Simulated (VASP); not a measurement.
Input:

```xyz
1
Lattice="2.5645 0.0000 0.0000 0.0000 2.5645 0.0000 0.0000 0.0000 2.5645" Properties=species:S:1:pos:R:3 pbc="T T T"
Pt     0.0000     0.0000     0.0000
```

These are r2SCAN meta-GGA, VASP's PBE PAW potentials (set 64) (plane waves; VASP 6.6.1) values and carry that method's errors. Run with 400 eV cut-off, 13×13×13 Γ-centred mesh, first-order Methfessel-Paxton smearing of 0.10 eV, potentials Pt.

Energy and stress use the plane-wave basis of the starting cell.

Q: The ions, cell shape and volume are relaxed. Predict the relaxed structure.

A: 
```xyz
1
Lattice="2.6048 0.0000 0.0000 0.0000 2.6048 0.0000 0.0000 0.0000 2.6048" Properties=species:S:1:pos:R:3 pbc="T T T"
Pt     0.0000     0.0000     0.0000
```
Space group Pm-3m (221), at a tolerance of 0.03 Å.

Q: How do energy and volume change from the first to the last step?

A: The energy (σ→0) changes by -26.1 meV/atom and the volume by +4.8 %, in 7 ionic steps.

The structure was generated: Pt was put into the simple-cubic type (Pm-3m), which need not be its known phase. This run relaxes it. Symmetry was kept, so distortions that lower it aren't found.
